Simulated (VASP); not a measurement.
Input:

```xyz
2
Lattice="3.8946 -2.1651 -0.0269 3.8946 2.1651 -0.0269 2.7156 0.0000 3.5330" Properties=species:S:1:pos:R:3 pbc="T T T"
Sb     2.4759     0.0000     0.8200
Sb     8.0290     0.0000     2.6592
```

The numbers are results of PBEsol GGA, VASP's PBE PAW potentials (set 64) (plane waves; VASP), not measurements. Settings: 500 eV cut-off, 10×10×10 Γ-centred mesh, first-order Methfessel-Paxton smearing of 0.10 eV, potentials Sb.

Energy and stress use the plane-wave basis of the starting cell.

Problem. The ions, cell shape and volume at an external pressure of 5.0 GPa are relaxed. Which structure does the run end with?

Solution. 
```xyz
2
Lattice="3.6996 -2.1241 -0.0666 3.6996 2.1241 -0.0666 2.5429 0.0000 3.4259" Properties=species:S:1:pos:R:3 pbc="T T T"
Sb     2.3949     0.0000     0.7932
Sb     7.5471     0.0000     2.4996
```
Space group R-3m (166), at a tolerance of 0.03 Å.

Problem. How do energy and volume change from the first to the last step?

Solution. The energy (σ→0) changes by +38.0 meV/atom and the volume by -8.9 %, in 11 ionic steps.

The compound is Sb in the a7 structure. This run relaxes it under an external pressure of 5 GPa. Symmetry was kept, so distortions that lower it aren't found.
